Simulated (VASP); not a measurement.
Consider the following.

```xyz
8
Lattice="3.3329 -5.7361 -0.0043 1.6506 2.8589 0.0000 -0.0035 0.0020 5.3835" Properties=species:S:1:pos:R:3 pbc="T T T"
In     1.6684    -0.9632     2.6918
Ga     1.6252     0.9676     0.0115
Ga     3.3280    -3.8274     2.6773
Ga     3.3511    -1.9348     0.0005
N      1.6670    -0.9624     4.8679
N      1.5398     1.0169     1.9532
N      3.3186    -3.8219     4.6828
N      3.4235    -1.9765     1.9834
```

The numbers are results of PBE GGA, VASP's PBE PAW potentials (set 64) (plane waves; VASP), not measurements. Numerical set-up: 500 eV cut-off, Gaussian smearing of 0.050 eV, potentials In_d Ga_d N.

Unless said otherwise, spin-orbit coupling is left out, though it shifts the bands of the heavy elements here.

What does the run give for the band gap (along the path) with the smallest direct gap where there is one?

band gap (along the path): 0.82 eV
smallest direct gap (along the path): 0.82 eV

The structure was generated: Ga3InN4 was put into an ordered model structure (Pm), which need not be its known phase. It was relaxed first.
